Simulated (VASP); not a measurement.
Given:

```xyz
6
Lattice="4.1621 0.0000 0.0000 0.0000 4.1621 0.0000 0.0000 0.0000 2.6482" Properties=species:S:1:pos:R:3 pbc="T T T"
Si     2.0810     2.0810     1.3241
Si     0.0000     0.0000     0.0000
O      2.8850     2.8850     0.0000
O      1.2771     1.2771     0.0000
O      3.3581     0.8039     1.3241
O      0.8039     3.3581     1.3241
```

The numbers are results of PBE GGA, VASP's PBE PAW potentials (set 64) (plane waves; VASP), not measurements. Settings: 400 eV cut-off, 4×4×6 Γ-centred mesh, Gaussian smearing of 0.010 eV, potentials Si O.

At this cut-off the stress carries a Pulay error, which pulls relaxed volumes low.

### Question
The ions, cell shape and volume are relaxed. Predict the relaxed structure.

### Answer

```xyz
6
Lattice="4.1763 0.0000 0.0000 0.0000 4.1763 0.0000 0.0000 0.0000 2.6774" Properties=species:S:1:pos:R:3 pbc="T T T"
Si     2.0882     2.0882     1.3387
Si     0.0000     0.0000     0.0000
O      2.9003     2.9003     0.0000
O      1.2761     1.2761     0.0000
O      3.3643     0.8121     1.3387
O      0.8121     3.3643     1.3387
```
Space group P4_2/mnm (136), at a tolerance of 0.03 Å.

### Question
How do energy and volume change from the first to the last step?

### Answer
The energy (σ→0) changes by -4.9 meV/atom and the volume by +1.8 %, in 8 ionic steps.

| step | E(σ→0) (eV) | max force (eV/Å) | pressure (GPa) | volume (Å³) |
|---|---|---|---|---|
| 1 | -46.2619 | 0.353 | 8.35 | 45.87 |
| 2 | -46.1874 | 0.498 | -15.46 | 48.57 |
| 3 | -46.2906 | 0.021 | -0.46 | 46.78 |
| 4 | -46.2906 | 0.027 | -0.27 | 46.77 |
| 5 | -46.2914 | 0.018 | 0.03 | 46.70 |
| 6 | -46.2914 | 0.018 | 0.04 | 46.69 |
| 7 | -46.2914 | 0.011 | -0.11 | 46.70 |
| 8 | -46.2914 | 0.001 | -0.05 | 46.70 |

The structure comes from a computed database's SiO2 entry; how it stands against other phases isn't given here. This run relaxes it. Symmetry was kept, so distortions that lower it aren't found. The run is one of a series of settings (EDIFFG = -0.01, IBRION = 2, ISIF = 3, NSW = 50 against the base run), some of them coarse on purpose.
